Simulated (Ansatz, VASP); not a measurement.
Cu2W in VASP and in Ansatz

```
CELL_PARAMETERS angstrom
4.24200 0.00000 0.00000
-2.12100 3.67368 0.00000
0.00000 0.00000 2.54587
ATOMIC_POSITIONS crystal
Cu 0.33333 0.66667 0.50000
Cu 0.66667 0.33333 0.50000
W 0.00000 0.00000 0.00000
```

Change from the starting cell: species swapped into the B2W type (P6/mmm, No. 191).

Alike in both runs: functional PBE; k mesh 6 × 6 × 6; occupations gaussian, width 0.1 eV; no spin polarisation.

Ansatz relaxed the structure, and its values are those at the end. VASP's run is a single point on that final structure, the one shown.

|  | VASP | Ansatz |
| --- | --- | --- |
| version | VASP 6.6.1 | Ansatz 0.2.0 |
| potentials or method | VASP PAW PBE potentials, release 64 (Cu, W_sv) | scalar-relativistic, plane waves, PAW |
| plane-wave cutoff (eV) | 520 | 420 |
| valence electrons in the cell | 36 | 52 |

Ansatz gave:

| Property | Result |
| --- | --- |
| gap on the k mesh at the Fermi level (eV) | none |
| pressure (GPa) | -0.2 |

**Question.** What did VASP give for the same quantities?

**Answer.** gap on the k mesh at the Fermi level (eV): none; pressure (GPa): 0.6.

A gap of «none» marks a metal or a gap that the smearing closes. The two sets of potentials don't hold the same shells in valence.

Caveats: the k mesh is coarse (spacing up to 0.41 Å⁻¹), so the values aren't converged. Spin-orbit coupling is left out, which matters for the levels of W.
